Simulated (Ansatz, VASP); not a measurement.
**Na4Sb in VASP and in Ansatz**

Contents of INCAR:

```
SYSTEM = Na4Sb
PREC     = Accurate       ! precision mode
ENCUT    = 520            ! plane-wave cutoff, eV
EDIFF    = 1E-7           ! SCF threshold, eV
ISMEAR   = 0              ! smearing method
SIGMA    = 0.1            ! smearing width, eV
LREAL    = .False.        ! projectors in reciprocal space
LASPH    = .True.         ! aspherical terms in the spheres
NELM     = 100            ! most SCF steps
ALGO     = Normal         ! electronic algorithm
ISIF     = 2              ! what is computed and relaxed
LWAVE    = .False.        ! write WAVECAR
LCHARG   = .True.         ! write CHGCAR
GGA      = PE             ! functional
LELF     = .True.         ! ELF
LVHAR    = .True.       
NBANDS   = 24             ! bands
```

KPOINTS

```
Automatic mesh
0
Gamma
  4 4 4
  0 0 0
```

POSCAR

```
Na4Sb
1.0
   -3.0983256400      3.0983256400      3.0983256400
    3.0983256400     -3.0983256400      3.0983256400
    3.0983256400      3.0983256400     -3.0983256400
Na Sb
4 1
Direct
    0.5000000000      0.5000000000      0.5000000000
    0.0000000000      0.0000000000      0.5000000000
    0.0000000000      0.5000000000      0.0000000000
    0.5000000000      0.0000000000      0.0000000000
    0.0000000000      0.0000000000      0.0000000000
```

Input for Ansatz:

```yaml
crystal:
  lattice:
    - [-3.09832564, 3.09832564, 3.09832564]
    - [3.09832564, -3.09832564, 3.09832564]
    - [3.09832564, 3.09832564, -3.09832564]
  atoms:
    - { symbol: Na, position: [0.5, 0.5, 0.5] }
    - { symbol: Na, position: [0.0, 0.0, 0.5] }
    - { symbol: Na, position: [0.0, 0.5, 0.0] }
    - { symbol: Na, position: [0.5, 0.0, 0.0] }
    - { symbol: Sb, position: [0.0, 0.0, 0.0] }
basis:
  ecutwfc: 420
kpoints:
  mp_grid: { grid: [4, 4, 4] }
hamiltonian:
  xc: pbe
scf:
  occupations: { method: gaussian, width: 0.1 }
  lower_state_search: "off"
output:
  forces: true
  stress: true
  eigenvalues: true
```

Alike in both runs: task single point; functional PBE; k mesh 4 × 4 × 4; occupations gaussian, width 0.1 eV; no spin polarisation.

|  | VASP | Ansatz |
| --- | --- | --- |
| version | VASP 6.6.1 | Ansatz 0.2.0 |
| potentials or method | VASP PAW PBE potentials, release 64 (Na_pv, Sb) | scalar-relativistic, plane waves, PAW |
| plane-wave cutoff (eV) | 520 | 420 |
| valence electrons in the cell | 33 | 51 |

|  | VASP | Ansatz | Ansatz less VASP |
| --- | --- | --- | --- |
| gap on the k mesh at the Fermi level (eV) | none | none | - |
| pressure (GPa) | 15.6 | 15.5 | -0.11 |

A gap of «none» marks a metal or a gap that the smearing closes. The two sets of potentials don't hold the same shells in valence.

Caveats: so large a pressure means that the cell lies far from this level's equilibrium, or that cutoff or potentials fall short (VASP). The runs have no spin-orbit coupling, so splittings on Sb are missing.
